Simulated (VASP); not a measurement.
Here is a VASP 6.6.1 calculation.

Contents of POSCAR:

```
HPbNO4                                  
1.0
    5.0211142185      0.0000000000      0.0000000000
    0.0000000000      5.7350972062      0.0000000000
    0.0000000000      0.0000000000      7.4311235376
  H               Pb              N               O             
     2     2     2     8
Direct
     0.0000000000000000    0.5000000000000000    0.1887666798376596
     0.5000000000000000    0.0000000000000000    0.8112333201623401
     0.5000000000000000    0.5000000000000000    0.9647637012756777
     0.0000000000000000    0.0000000000000000    0.0352362987243223
     0.0000000000000000    0.0000000000000000    0.6360548610595025
     0.5000000000000000    0.5000000000000000    0.3639451389404973
     0.0000000000000000    0.5000000000000000    0.0573501761772479
     0.5000000000000000    0.0000000000000000    0.9426498238227524
     0.0000000000000000    0.1925072743618164    0.7283046282181250
     0.0000000000000000    0.8074927256381834    0.7283046282181250
     0.0000000000000000    0.0000000000000000    0.4702559637822388
     0.5000000000000000    0.6925072743618166    0.2716953717818754
     0.5000000000000000    0.3074927256381836    0.2716953717818754
     0.5000000000000000    0.5000000000000000    0.5297440362177613
```

Contents of INCAR.step1:

```
ALGO = Normal
EDIFF = 1E-6
ENCUT = 520
GGA = RE
ISIF = 2
ISMEAR = -1
KPAR = 4
LASPH = T
LCHARG = T
LREAL = F
LWAVE = F
NELM = 60
PREC = Accurate
SIGMA = 0.05
```

Contents of KPOINTS.step1:

```
k-points
0
Gamma
  6 5 4
```

INCAR.step2

```
ALGO = Normal
EDIFF = 1E-6
ENCUT = 520
GGA = RE
ICHARG = 11
ISIF = 2
ISMEAR = 0
KPAR = 4
LASPH = T
LCHARG = F
LREAL = F
LWAVE = F
NELM = 60
PREC = Accurate
SIGMA = 0.05
```

The input KPOINTS.step2:

```
path GXSYGZURTZ,YT,UX,SR
20
line-mode
reciprocal
 0.0000000000  0.0000000000  0.0000000000  G
 0.5000000000  0.0000000000  0.0000000000  X

 0.5000000000  0.0000000000  0.0000000000  X
 0.5000000000  0.5000000000  0.0000000000  S

 0.5000000000  0.5000000000  0.0000000000  S
 0.0000000000  0.5000000000  0.0000000000  Y

 0.0000000000  0.5000000000  0.0000000000  Y
 0.0000000000  0.0000000000  0.0000000000  G

 0.0000000000  0.0000000000  0.0000000000  G
 0.0000000000  0.0000000000  0.5000000000  Z

 0.0000000000  0.0000000000  0.5000000000  Z
 0.5000000000  0.0000000000  0.5000000000  U

 0.5000000000  0.0000000000  0.5000000000  U
 0.5000000000  0.5000000000  0.5000000000  R

 0.5000000000  0.5000000000  0.5000000000  R
 0.0000000000  0.5000000000  0.5000000000  T

 0.0000000000  0.5000000000  0.5000000000  T
 0.0000000000  0.0000000000  0.5000000000  Z

 0.0000000000  0.5000000000  0.0000000000  Y
 0.0000000000  0.5000000000  0.5000000000  T

 0.5000000000  0.0000000000  0.5000000000  U
 0.5000000000  0.0000000000  0.0000000000  X

 0.5000000000  0.5000000000  0.0000000000  S
 0.5000000000  0.5000000000  0.5000000000  R
```

Potentials or basis: VASP PAW PBE potentials, release 64 (H, Pb_d, N, O).

Run with:

```bash
$ cat potpaw_PBE.64/H/POTCAR potpaw_PBE.64/Pb_d/POTCAR potpaw_PBE.64/N/POTCAR potpaw_PBE.64/O/POTCAR > POTCAR
$ cp INCAR.step1 INCAR
$ cp KPOINTS.step1 KPOINTS
$ mpirun -np 4 vasp_std > vasp.out
$ cp INCAR.step2 INCAR
$ cp KPOINTS.step2 KPOINTS
$ mpirun -np 4 vasp_std > vasp.out
```

(1) What does it give for the band gap on the k mesh?

(2) Predict the band gap along the path.

## Answers

(1) 2.85 eV, indirect (least direct gap 2.97 eV).

(2) 2.75 eV, indirect (least direct gap 2.84 eV).

Caveat: the log is that of the step along the path at fixed density, whose energy, stress, charges and moments have no meaning; the standard files for N, O and F lose accuracy on very short bonds; spin-orbit coupling is left out, which as a rule narrows the gap of such compounds by several tenths of an eV; the mesh misses the band edges, which the band path finds closer together.
